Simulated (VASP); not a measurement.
Mg6GaCo, 8 atoms in the cell. The typed cell holds 8 atoms: a = 4.811 Å, b = 6.026 Å, c = 6.026 Å, α = 60.40°, β = 90.00°, γ = 90.00°. The cell comes from a database or a generator and needn't be the stable form of this composition. The cell isn't the ideal one: atoms moved at random, drawn with an rms of 0.05 Å.

| Item | Value |
| --- | --- |
| Program | VASP 6.6.1 |
| Task | single point |
| Functional | PBE |
| Potentials or basis | VASP PAW PBE potentials, release 64 (Ga_d, Co, Mg) |
| Cutoff | 520 eV |
| k mesh | 6 × 5 × 5 |
| Occupations | fermi-dirac, width 0.05 eV |
| Spin | collinear spin, ferromagnetic start |
| Starting moments | [0.0, 2.0, 0.0, 0.0, 0.0, 0.0, 0.0, 0.0] μB |
| Further INCAR settings | ALGO = Normal; EDIFF = 1e-07; NBANDS = 31 |

Potentials or basis: VASP PAW PBE potentials, release 64 (Ga_d, Co, Mg).

The run is started by

```console
$ cat potpaw_PBE.64/Ga_d/POTCAR potpaw_PBE.64/Co/POTCAR potpaw_PBE.64/Mg/POTCAR > POTCAR
$ mpirun -np 1 vasp_std > vasp.out
```

Hardware: 1 thread of AMD EPYC 9R45 96-Core Processor (Zen 5) (shared host).

Q: Estimate the wall time of this run.

A: It took 11 min on 1 thread of AMD EPYC 9R45 96-Core Processor (Zen 5), with other jobs on the host, peak memory 0.71 GiB. Counts: scf iterations 20, k points 76.
